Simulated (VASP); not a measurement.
Level of theory: LDA (Ceperley-Alder, Perdew-Zunger), VASP's LDA PAW potentials (set 64) (plane waves; VASP).

A VASP calculation is set up with these files.

**INCAR**
```
ALGO  =  Normal
EDIFF  =  1E-6
ENCUT  =  300
ISIF  =  2
ISMEAR  =  0
LASPH  =  .TRUE.
LCHARG  =  .FALSE.
LMAXMIX  =  4
LREAL  =  .FALSE.
LWAVE  =  .FALSE.
NELM  =  100
PREC  =  Accurate
SIGMA  =  0.1
SYSTEM  =  Te
```

POSCAR:
```
Te
4.601350
  1.0000000000   0.0000000000   0.0000000000
 -0.5000000000   0.8660254056   0.0000000000
  0.0000000000   0.0000000000   1.2822454280
Te
3
Cart
  0.2590865000   0.0001221096   0.4213381542
 -0.1309880000   0.2241308391   0.8634166281
  0.3719015000   0.6417724569  -0.0025093543
```

File KPOINTS:
```
Automatic mesh
0
Gamma
6 6 4
0 0 0
```

POTCAR, in this order: Te (LDA.64 set). Program: vasp_std.

The resulting files:

OSZICAR:
```
       N       E                     dE             d eps       ncg     rms          rms(c)
DAV:   1     0.576663623732E+02    0.57666E+02   -0.47388E+03  1976   0.701E+02
DAV:   2    -0.717740647291E+01   -0.64844E+02   -0.62209E+02  2654   0.131E+02
DAV:   3    -0.112121795567E+02   -0.40348E+01   -0.40117E+01  2256   0.379E+01
DAV:   4    -0.112942923490E+02   -0.82113E-01   -0.82056E-01  2752   0.659E+00
DAV:   5    -0.112951075357E+02   -0.81519E-03   -0.81518E-03  2361   0.547E-01    0.113E+01
DAV:   6    -0.112483419354E+02    0.46766E-01   -0.28048E-02  2091   0.108E+00    0.718E+00
DAV:   7    -0.112315703209E+02    0.16772E-01   -0.59140E-02  2026   0.150E+00    0.359E-01
DAV:   8    -0.112304518129E+02    0.11185E-02   -0.76713E-03  2016   0.567E-01    0.223E-01
DAV:   9    -0.112303813755E+02    0.70437E-04   -0.47431E-04  2411   0.144E-01    0.966E-02
DAV:  10    -0.112303817930E+02   -0.41746E-06   -0.29606E-05  2196   0.349E-02    0.110E-02
DAV:  11    -0.112303817391E+02    0.53849E-07   -0.18856E-06  1343   0.954E-03
   1 F= -.11230382E+02 E0= -.11230178E+02  d E =-.407651E-03
```

OUTCAR:
```
------------------------ aborting loop because EDIFF is reached ----------------------------------------
  FORCE on cell =-STRESS in cart. coord.  units (eV):
  Direction    XX          YY          ZZ          XY          YZ          ZX
  --------------------------------------------------------------------------------------
  Total       -1.9875961     -1.7161050     -1.7810411      0.1410318     -0.3159698      0.3131283
  in kB      -29.4361570    -25.4153933    -26.3770921      2.0886703     -4.6794901      4.6374072
  external PRESSURE =     -27.0762142 kB  Pullay stress =       0.0000000 kB
  volume of cell :      108.18
      direct lattice vectors                 reciprocal lattice vectors
     4.601350000  0.000000000  0.000000000     0.217327523  0.125474104  0.000000000
    -2.300675000  3.984886000  0.000000000     0.000000000  0.250948208  0.000000000
     0.000000000  0.000000000  5.900060000     0.000000000  0.000000000  0.169489802
 POSITION                                       TOTAL-FORCE (eV/Angst)
 -----------------------------------------------------------------------------------
      1.19215      0.00056      1.93872         0.013495      0.034024      0.207716
      3.99863      1.03130      3.97288         0.042214      0.069674     -0.299361
      1.71125      2.95302      5.88851        -0.055709     -0.103698      0.091645
 -----------------------------------------------------------------------------------
    total drift:                                0.000099      0.000173      0.000051
  FREE ENERGIE OF THE ION-ELECTRON SYSTEM (eV)
  ---------------------------------------------------
  free  energy   TOTEN  =       -11.2303817391 eV

  energy  without entropy=      -11.2299740882  energy(sigma->0) =      -11.23017791
```
(Selected blocks of OUTCAR.)

The structure comes from a computed database's Te entry; how it stands against other phases isn't given here. The cell was not relaxed at this level, atoms are displaced from their ideal sites.
